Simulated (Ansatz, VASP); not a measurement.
**GaAs in two plane-wave programs**

One calculation is typed for both programs; each brings its own data sets. How far apart do they land? The cell is taken from a series of runs on this material, whose earlier steps may have relaxed, scaled, displaced or heated it; both programs get it as it stands.

Method: plane waves, with VASP 6.6.1 beside it; single point at HSE06, in Ansatz 0.2.0.

**1. Starting point**

Symmetry: F-43m, No. 216, cubic system. The conventional cell has a = 5.583 Å, b = 5.583 Å, c = 5.583 Å, α = 90.00°, β = 90.00°, γ = 90.00°. As has 4 Ga at 2.42 Å nearest. Nearest to Ga lie 4 As at 2.42 Å. Farther neighbours are not listed.

As a file:

```xyz
2
Lattice="0.0000 2.7914 2.7914 2.7914 0.0000 2.7914 2.7914 2.7914 0.0000" Properties=species:S:1:pos:R:3 pbc="T T T"
As    4.1871    4.1871    4.1871
Ga    0.0000    0.0000    0.0000
```

**2. VASP: single point, HSE06**

With cell and atoms fixed, the geometry can't cause a difference; cores, projectors, grids and the points listed under the comparison can.

Lines of VASP's logs that name or quote its potential files are left out, and so is its time.

The run reads the wave functions of an earlier VASP run, which isn't shown here.

INCAR reads:

```
SYSTEM = GaAs
PREC = Accurate
ENCUT = 400
EDIFF = 1E-06
NELM = 100
ISMEAR = -1
SIGMA = 0.02
LREAL = .FALSE.
ALGO = Normal
LHFCALC = .TRUE.
AEXX = 0.25
GGA = PE
HFSCREEN = 0.208
LASPH = .TRUE.
NBANDS = 15
PRECFOCK = Fast
LORBIT = 11
LWAVE = .FALSE.
LCHARG = .FALSE.
KPAR = 8
ISIF = 2
```

POSCAR reads:

```
GaAs
1.0
    0.0000000000      2.7914052472      2.7914052472
    2.7914052472      0.0000000000      2.7914052472
    2.7914052472      2.7914052472      0.0000000000
As Ga
1 1
Direct
    0.7500000000      0.7500000000      0.7500000000
    0.0000000000      0.0000000000      0.0000000000
```

KPOINTS reads:

```
Automatic mesh
0
Gamma
6 6 6
0 0 0
```

Potentials, in the order of the species: As and Ga_d (PBE family, release 64).

Launch:

```bash
> mpirun -np 8 vasp_std
```

Numbers of over 12 decimals in the logs are rounded to 6 here.

What it wrote:

```text
[banner, memory and clock lines left out]
running    8 mpi-ranks, on    1 nodes
 distrk:  each k-point on    1 cores,    8 groups
 distr:  one band on    1 cores,    1 groups

 POSCAR found type information on POSCAR AsGa
 POSCAR found :  2 types and       2 ions
|                                                                             |
|           W    W    AA    RRRRR   N    N  II  N    N   GGGG   !!!           |
|           W    W   A  A   R    R  NN   N  II  NN   N  G    G  !!!           |
|           W    W  A    A  R    R  N N  N  II  N N  N  G       !!!           |
|           W WW W  AAAAAA  RRRRR   N  N N  II  N  N N  G  GGG   !            |
|           WW  WW  A    A  R   R   N   NN  II  N   NN  G    G                |
|           W    W  A    A  R    R  N    N  II  N    N   GGGG   !!!           |
|                                                                             |
|     For optimal performance we recommend to set                             |
|       NCORE = 2 up to number-of-cores-per-socket                            |
|     NCORE specifies how many cores store one orbital (NPAR=cpu/NCORE).      |
|     This setting can greatly improve the performance of VASP for DFT.       |
|     The default, NCORE=1 might be grossly inefficient on modern             |
|     multi-core architectures or massively parallel machines. Do your        |
|     Unfortunately you need to use the default for GW and RPA                |
|     calculations (for HF NCORE is supported but not extensively tested      |
|     yet).                                                                   |
|                                                                             |

 LDA part: xc-table for (Slater+PW92), standard interpolation
 found WAVECAR, reading the header
 POSCAR, INCAR and KPOINTS ok, starting setup
 FFT: planning ... GRIDC
 FFT: planning ... GRID_SOFT
 FFT: planning ... GRID
 reading WAVECAR
 the WAVECAR file was read successfully
 initial charge from wavefunction
 entering main loop
       N       E                     dE             d eps       ncg     rms          rms(c)
DAV:   1    -0.982308287243E+01   -0.98231E+01   -0.69338E-01   734   0.167E+01    0.220E+00
DAV:   2    -0.981969343099E+01    0.33894E-02   -0.50708E-02   687   0.367E+00    0.152E+00
DAV:   3    -0.981771005100E+01    0.19834E-02   -0.54047E-03   641   0.128E+00    0.901E-01
DAV:   4    -0.981723376227E+01    0.47629E-03   -0.77413E-04   636   0.305E-01    0.506E-01
DAV:   5    -0.981709485378E+01    0.13891E-03   -0.12300E-04   571   0.912E-02    0.291E-01
DAV:   6    -0.981705507055E+01    0.39783E-04   -0.25860E-05   635   0.430E-02    0.165E-01
DAV:   7    -0.981704230575E+01    0.12765E-04   -0.50638E-06   578   0.204E-02    0.932E-02
DAV:   8    -0.981703786100E+01    0.44447E-05   -0.14977E-06   570   0.100E-02    0.518E-02
DAV:   9    -0.981703651044E+01    0.13506E-05   -0.52828E-07   303   0.522E-03    0.289E-02
DAV:  10    -0.981703593006E+01    0.58038E-06   -0.26823E-07   317   0.391E-03
   1 F= -.98170359E+01 E0= -.98170359E+01  d E =-.710705E-12
```

OUTCAR, selected parts (step 2):

```text
ion  position               nearest neighbor table
   1  0.750  0.750  0.750-   2 2.42   2 2.42   2 2.42   2 2.42
   2  0.000  0.000  0.000-   1 2.42   1 2.42   1 2.42   1 2.42

  LATTYP: Found a face centered cubic cell.
 ALAT       =     5.5828104944

 Subroutine GETGRP returns: Found 24 space group operations
 (whereof 24 operations were pure point group operations)

The static configuration has the point symmetry T_d .

 Found     16 irreducible k-points:

   k-points           NKPTS =     16   k-points in BZ     NKDIM =    216   number of bands    NBANDS=     15

   dimension x,y,z NGX =    28 NGY =   28 NGZ =   28
   dimension x,y,z NGXF=    56 NGYF=   56 NGZF=   56

   ENCUT  =  400.0 eV  29.40 Ry    5.42 a.u.   6.44  6.44  6.44*2*pi/ulx,y,z

   NELECT =      18.0000    total number of electrons

 k-points in reciprocal lattice and weights: Automatic mesh
   0.00000000  0.00000000  0.00000000       0.005
   0.16666667  0.00000000  0.00000000       0.037
   0.33333333  0.00000000  0.00000000       0.037
   0.50000000  0.00000000  0.00000000       0.019
   0.16666667  0.16666667  0.00000000       0.028
   0.33333333  0.16666667  0.00000000       0.111
   0.50000000  0.16666667  0.00000000       0.111
  -0.33333333  0.16666667  0.00000000       0.111
  -0.16666667  0.16666667  0.00000000       0.056
[...]
-0.33333333  0.33333333  0.16666667       0.111
  -0.33333333  0.50000000  0.16666667       0.056

  exchange ACFDT corr.  =         0.00000000  see jH, gK, PRB 81, 115126

 average (electrostatic) potential at core
       1 -46.2718       2 -59.0967

 E-fermi :   4.3388

 k-point     1 :       0.0000    0.0000    0.0000
  band No.  band energies     occupation
    ...
      5     -13.4657      2.00000
      6     -10.3925      2.00000
      7       3.8652      2.00000
      8       3.8652      2.00000
      9       3.8652      2.00000
     10       5.6091      0.00000
     11       8.4220      0.00000
     12       8.4220      0.00000
     13       8.4220      0.00000
     14      12.5801      0.00000
    ...

 k-point     2 :       0.1667    0.0000    0.0000
  band No.  band energies     occupation
    ...
      5     -13.4664      2.00000
      6     -10.0302      2.00000
      7       1.0525      2.00000
      8       3.4415      2.00000
      9       3.4415      2.00000
     10       6.5133      0.00000
     11       9.0295      0.00000
     12       9.0295      0.00000
     13       9.5568      0.00000
     14      13.8780      0.00000
    ...

 k-point     3 :       0.3333    0.0000    0.0000
  band No.  band energies     occupation
    ...
      5     -13.4650      2.00000
      6      -9.0779      2.00000
      7      -2.0730      2.00000
      8       2.8215      2.00000
      9       2.8216      2.00000
     10       5.9997      0.00000
     11       9.4432      0.00000
     12       9.4433      0.00000
     13      12.3176      0.00000
     14      13.7345      0.00000
    ...

  Total        1.0648349      1.0648349      1.0648349      0.0000000      0.0000000     -0.0000000
  in kB       39.2187901     39.2187901     39.2187901      0.0000000      0.0000000     -0.0000000
  external PRESSURE =      39.2187901 kB  Pullay stress =       0.0000000 kB

  energy-cutoff  :      400.00
  volume of cell :       43.50
      direct lattice vectors                 reciprocal lattice vectors
     0.000000000  2.791405247  2.791405247    -0.179121251  0.179121251  0.179121251
     2.791405247  0.000000000  2.791405247     0.179121251 -0.179121251  0.179121251
     2.791405247  2.791405247  0.000000000     0.179121251  0.179121251 -0.179121251

 POSITION                                       TOTAL-FORCE (eV/Angst)
 -----------------------------------------------------------------------------------
      4.18711      4.18711      4.18711        -0.000000     -0.000000      0.000000
      0.00000      0.00000      0.00000         0.000000      0.000000     -0.000000
 -----------------------------------------------------------------------------------
    total drift:                                0.000030      0.000029      0.000022

  FREE ENERGIE OF THE ION-ELECTRON SYSTEM (eV)
  ---------------------------------------------------
  free  energy   TOTEN  =        -9.8170359301 eV

  energy  without entropy=       -9.8170359301  energy(sigma->0) =       -9.81703593

 total charge
# of ion       s       p       d       tot
------------------------------------------
    1        1.215   1.680   0.034   2.929
    2        0.842   0.841  10.018  11.701
--------------------------------------------------
tot          2.057   2.521  10.052  14.630

[... 3 further parts left out ...]
```

The run ends at a pressure of 3.92 GPa.

(Continued in part 2 of 2.)

[Lines on the potential files, build, host, timing and source positions are cut from VASP's logs without a mark.]

[Logs are printed without paths, hosts, clocks, repeated set-up lines and the standing remarks that a program may print on its own settings, such as how far it seeks lower states.]

[Hosts, paths, dates, database ids (printed as entryN), source tags and the programs' standing remarks are cut or masked in the printed files.]
